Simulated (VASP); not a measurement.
# ZrRh (space group Pm-3m): computed properties

All values below come from LDA (Ceperley-Alder, Perdew-Zunger), VASP's LDA PAW potentials (set 64) (plane waves; VASP 6.6.1).

For ZrRh, the space group comes out as Pm-3m (221), the cell is a = b = c = 3.227 Å, α = β = γ = 90.00° and the volume per atom is 16.80 Å³/atom. The band gap (over mesh and band path) is none (metal, semimetal or under 0.01 eV) and the density comes out as 9.59 g/cm³.

```xyz
2
Lattice="3.2268 0.0000 0.0000 0.0000 3.2268 0.0000 0.0000 0.0000 3.2268" Properties=species:S:1:pos:R:3 pbc="T T T"
Rh     0.0000     0.0000     0.0000
Zr     1.6134     1.6134     1.6134
```

The structure comes from a measured ZrRh entry (Pm-3m) of the Crystallography Open Database, whose conditions weren't checked. It was relaxed first. Symmetry was kept, so distortions that lower it aren't found. The electron count is odd and the run is not spin-polarised, which forces a metal.
